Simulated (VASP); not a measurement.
Na2Sb: single point with PBE

Na2Sb:

```
Na Sb
1.0
     3.35089    0.00000    0.00000
     0.00000    3.35089    0.00000
     0.00000    0.00000    4.73307
Na Sb
2 1
Direct
  0.50000 0.00000 0.50000
  0.00000 0.50000 0.50000
  0.00000 0.00000 0.00000
```

The cell was built by a generator and needn't be a form met in nature.

The cell isn't the ideal one: volume scaled by 1.06.

```json
{
 "Program": "VASP 6.6.1",
 "Task": "single point",
 "Functional": "PBE",
 "Potentials or basis": "VASP PAW PBE potentials, release 64 (Na_pv, Sb)",
 "Cutoff": "520 eV",
 "k mesh": "8 × 8 × 6",
 "Occupations": "fermi-dirac, width 0.05 eV",
 "Spin": "no spin polarisation"
}
```

```json
{
  "Pressure": "28.4 GPa",
  "Band gap on the k mesh": "none (metal or under the smearing width)"
}
```

Stress tensor (GPa, compression positive):
```
32.22  0.00  0.00
 0.00 32.22  0.00
 0.00  0.00 20.74
```

Levels at points of the mesh, in eV from the Fermi level:
```csv
k point,band 6,band 7,band 8,band 9,band 10,band 11,band 12,band 13,band 14,band 15
"(0.00, 0.00, 0.00)",-26.18,-11.80,-3.77,-1.20,1.59,1.59,3.19,5.52,9.06,9.06
"(0.50, 0.00, 0.00)",-26.35,-9.90,-5.62,-2.34,1.82,2.13,2.23,3.04,7.89,8.38
"(0.50, 0.50, 0.00)",-26.06,-7.99,-3.80,-3.80,-1.24,-0.05,3.73,4.75,5.22,5.22
"(0.00, 0.00, 0.50)",-26.18,-11.31,-6.33,1.65,1.65,3.07,5.44,5.76,5.94,6.64
"(0.50, 0.00, 0.50)",-26.35,-9.61,-5.11,-4.13,-1.07,3.16,7.16,7.70,7.84,8.35
"(0.50, 0.50, 0.50)",-26.06,-7.90,-3.40,-3.40,-2.43,1.10,1.47,2.63,2.63,9.09
```

Wall time 26 s on 1 thread of Intel(R) Xeon(R) Platinum 8488C (Sapphire Rapids), on a shared host, peak memory 0.2 GiB.

Caveat: so large a pressure means that the cell lies far from this level's equilibrium, or that cutoff or potentials fall short. Spin-orbit coupling is left out, which matters for the levels of Sb.
